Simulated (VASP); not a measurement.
OSZICAR of a VASP run on KCl:

OSZICAR:
```
       N       E                     dE             d eps       ncg     rms          rms(c)
DAV:   1     0.506261279368E+03    0.50626E+03   -0.23694E+04   520   0.109E+03
DAV:   2     0.394227148207E+02   -0.46684E+03   -0.45510E+03   604   0.301E+02
DAV:   3    -0.267416013779E+02   -0.66164E+02   -0.65953E+02   618   0.964E+01
DAV:   4    -0.290359377852E+02   -0.22943E+01   -0.22899E+01   560   0.218E+01
DAV:   5    -0.292326425899E+02   -0.19670E+00   -0.19667E+00   834   0.439E+00    0.661E+00
DAV:   6    -0.279689748553E+02    0.12637E+01   -0.27494E+00   528   0.545E+00    0.528E+00
DAV:   7    -0.278072590244E+02    0.16172E+00   -0.68408E-01   602   0.286E+00    0.360E+00
DAV:   8    -0.277795899004E+02    0.27669E-01   -0.14227E-01   560   0.214E+00    0.713E-01
DAV:   9    -0.277765130382E+02    0.30769E-02   -0.32773E-02   616   0.773E-01    0.276E-01
DAV:  10    -0.277733845624E+02    0.31285E-02   -0.65651E-03   568   0.383E-01    0.154E-01
DAV:  11    -0.277687257809E+02    0.46588E-02   -0.11748E-02   528   0.494E-01    0.106E-01
DAV:  12    -0.277694289413E+02   -0.70316E-03   -0.22141E-03   508   0.183E-01    0.865E-02
DAV:  13    -0.277700523433E+02   -0.62340E-03   -0.25550E-04   704   0.551E-02    0.550E-02
DAV:  14    -0.277720909557E+02   -0.20386E-02   -0.94643E-04   486   0.118E-01    0.491E-02
DAV:  15    -0.277724739540E+02   -0.38300E-03   -0.30609E-04   526   0.624E-02    0.239E-02
DAV:  16    -0.277729096832E+02   -0.43573E-03   -0.61766E-05   456   0.306E-02    0.223E-02
DAV:  17    -0.277735373450E+02   -0.62766E-03   -0.66546E-05   426   0.318E-02    0.345E-02
DAV:  18    -0.277736415001E+02   -0.10416E-03   -0.26396E-05   448   0.258E-02    0.173E-02
DAV:  19    -0.277737777402E+02   -0.13624E-03   -0.26803E-05   418   0.247E-02    0.590E-03
DAV:  20    -0.277738441138E+02   -0.66374E-04   -0.55189E-06   346   0.114E-02    0.776E-03
DAV:  21    -0.277738866798E+02   -0.42566E-04   -0.34287E-06   332   0.610E-03    0.671E-03
DAV:  22    -0.277739406591E+02   -0.53979E-04   -0.37369E-06   328   0.561E-03    0.423E-03
DAV:  23    -0.277739555059E+02   -0.14847E-04   -0.14881E-06   312   0.431E-03    0.193E-03
DAV:  24    -0.277739679782E+02   -0.12472E-04   -0.11440E-06   300   0.435E-03    0.215E-03
DAV:  25    -0.277739770726E+02   -0.90944E-05   -0.66072E-07   306   0.302E-03
   1 F= -.27773977E+02 E0= -.27773977E+02  d E =-.277740E+02
       N       E                     dE             d eps       ncg     rms          rms(c)
DAV:   1    -0.277743512174E+02   -0.38324E-03   -0.67662E-02   516   0.107E+00    0.717E-02
DAV:   2    -0.277745297750E+02   -0.17856E-03   -0.20605E-03   506   0.243E-01    0.336E-02
DAV:   3    -0.277745266626E+02    0.31124E-05   -0.81749E-05   486   0.338E-02    0.229E-02
DAV:   4    -0.277745229386E+02    0.37240E-05   -0.90681E-06   326   0.181E-02
   2 F= -.27774523E+02 E0= -.27774523E+02  d E =-.545866E-03
       N       E                     dE             d eps       ncg     rms          rms(c)
DAV:   1    -0.277740767743E+02    0.44989E-03   -0.60620E-01   474   0.319E+00    0.211E-01
DAV:   2    -0.277756798240E+02   -0.16030E-02   -0.18449E-02   544   0.727E-01    0.101E-01
DAV:   3    -0.277756721049E+02    0.77191E-05   -0.75474E-04   680   0.101E-01    0.724E-02
DAV:   4    -0.277756303309E+02    0.41774E-04   -0.79256E-05   468   0.494E-02    0.450E-02
DAV:   5    -0.277756187867E+02    0.11544E-04   -0.61246E-05   480   0.503E-02    0.155E-02
DAV:   6    -0.277756293065E+02   -0.10520E-04   -0.24492E-05   404   0.316E-02    0.685E-03
DAV:   7    -0.277756333279E+02   -0.40214E-05   -0.55672E-06   330   0.117E-02
   3 F= -.27775633E+02 E0= -.27775633E+02  d E =-.165626E-02
       N       E                     dE             d eps       ncg     rms          rms(c)
DAV:   1    -0.277691955294E+02    0.64338E-02   -0.24367E+00   456   0.642E+00    0.432E-01
DAV:   2    -0.277757405932E+02   -0.65451E-02   -0.74860E-02   544   0.147E+00    0.202E-01
DAV:   3    -0.277757325301E+02    0.80631E-05   -0.30172E-03   664   0.204E-01    0.144E-01
DAV:   4    -0.277755799761E+02    0.15255E-03   -0.31964E-04   528   0.998E-02    0.904E-02
DAV:   5    -0.277755307834E+02    0.49193E-04   -0.24085E-04   536   0.102E-01    0.305E-02
DAV:   6    -0.277755549410E+02   -0.24158E-04   -0.10009E-04   626   0.591E-02    0.131E-02
DAV:   7    -0.277755641815E+02   -0.92405E-05   -0.11554E-05   344   0.186E-02
   4 F= -.27775564E+02 E0= -.27775564E+02  d E =-.158711E-02
       N       E                     dE             d eps       ncg     rms          rms(c)
DAV:   1    -0.277746581068E+02    0.89683E-03   -0.51068E-01   456   0.296E+00    0.194E-01
DAV:   2    -0.277760610654E+02   -0.14030E-02   -0.15639E-02   538   0.671E-01    0.949E-02
DAV:   3    -0.277760698983E+02   -0.88329E-05   -0.64595E-04   668   0.928E-02    0.665E-02
DAV:   4    -0.277760527341E+02    0.17164E-04   -0.72056E-05   462   0.432E-02    0.408E-02
DAV:   5    -0.277760566279E+02   -0.38938E-05   -0.39912E-05   456   0.361E-02
   5 F= -.27776057E+02 E0= -.27776057E+02  d E =-.207956E-02
```

Task: Which electronic solver shows in the log?

Result: It is blocked Davidson (ALGO = Normal, or the opening steps of other solvers). The INCAR had ALGO = Normal.

Task: Can the final energy be trusted as converged?

Result: The calculation finished and met its thresholds. It stopped with EDIFF = 1E-5, NELM = 100, NSW = 50 and EDIFFG = -0.03 after 5 ionic steps (PBEsol GGA, plane waves, VASP's PBE PAW potentials (set 64)).

The cell is a thin slab with vacuum, built from KCl (rock salt): (100) face.
